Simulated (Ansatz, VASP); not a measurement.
## P4C: VASP beside Ansatz

Contents of INCAR:

```
SYSTEM = P4C
ALGO = Normal
EDIFF = 1E-6
EDIFFG = -0.04
ENCUT = 600
GGA = PE
IBRION = 2
ISIF = 3
ISMEAR = 0
ISPIN = 2
LASPH = .TRUE.
LCHARG = .FALSE.
LORBIT = 11
LREAL = .FALSE.
LWAVE = .FALSE.
MAGMOM = 0 0 0 0 1
NELM = 150
NSW = 90
PREC = Accurate
SIGMA = 0.1
```

Contents of KPOINTS:

```
k-points
0
G
  4 4 4
  0 0 0
```

File POSCAR:

```
P4C
1.0
   -2.8612996800      2.8612996800      2.8612996800
    2.8612996800     -2.8612996800      2.8612996800
    2.8612996800      2.8612996800     -2.8612996800
P C
4 1
Direct
    0.0000000000      0.0000000000      0.5000000000
    0.5000000000      0.0000000000      0.0000000000
    0.0000000000      0.5000000000      0.0000000000
    0.5000000000      0.5000000000      0.5000000000
    0.0000000000      0.0000000000      0.0000000000
```

Input for Ansatz:

```yaml
crystal:
  lattice:
    - [-2.86129968, 2.86129968, 2.86129968]
    - [2.86129968, -2.86129968, 2.86129968]
    - [2.86129968, 2.86129968, -2.86129968]
  atoms:
    - { symbol: P, position: [0.0, 0.0, 0.5] }
    - { symbol: P, position: [0.5, 0.0, 0.0] }
    - { symbol: P, position: [0.0, 0.5, 0.0] }
    - { symbol: P, position: [0.5, 0.5, 0.5] }
    - { symbol: C, position: [0.0, 0.0, 0.0], spin: 1.0 }
basis:
  ecutwfc: 420
kpoints:
  mp_grid: { grid: [4, 4, 4] }
hamiltonian:
  xc: pbe
scf:
  occupations: { method: gaussian, width: 0.1 }
  lower_state_search: "off"
output:
  forces: true
  stress: true
  eigenvalues: true
  populations: true
magnetization:
  spin_polarized: true
relax:
  adjacent_minimum: "off"
  f_tol: 0.04
  max_steps: 70
  cell: { stress_tol: 0.4 }
```

Change from the starting cell: species swapped into the Hg4Pt type (Im-3m, No. 229).

Alike in both runs: task relaxation of cell and atoms; functional PBE; k mesh 4 × 4 × 4; occupations gaussian, width 0.1 eV; collinear spin.

|  | VASP | Ansatz |
| --- | --- | --- |
| version | VASP 6.6.1 | Ansatz 0.2.0 |
| potentials or method | VASP PAW PBE potentials, release 64 (P, C) | scalar-relativistic, plane waves, PAW |
| plane-wave cutoff (eV) | 600 | 420 |
| valence electrons in the cell | 24 | 24 |

VASP gave:

* gap on the k mesh at the Fermi level, each at its own relaxed structure (eV): none
* net moment per atom (μB): 0.00
* relaxed volume (Å³/atom): 13.48
* relaxed cell length with the largest relative difference (Å): 4.440
* energy change over the relaxation (meV/atom): -375

**Question.** Which values does Ansatz return?

**Answer.** gap on the k mesh at the Fermi level, each at its own relaxed structure (eV): none; net moment per atom (μB): 0.00; relaxed volume (Å³/atom): 13.47; relaxed cell length with the largest relative difference (Å): 4.440; energy change over the relaxation (meV/atom): -372.

A gap of «none» marks a metal or a gap that the smearing closes. Ansatz warned: «seeded_moment_not_kept».

Caveats: the k mesh is coarse (spacing up to 0.39 Å⁻¹), so the values aren't converged; the volume moved by over 15 % at a fixed basis, so the end points are rough (VASP).
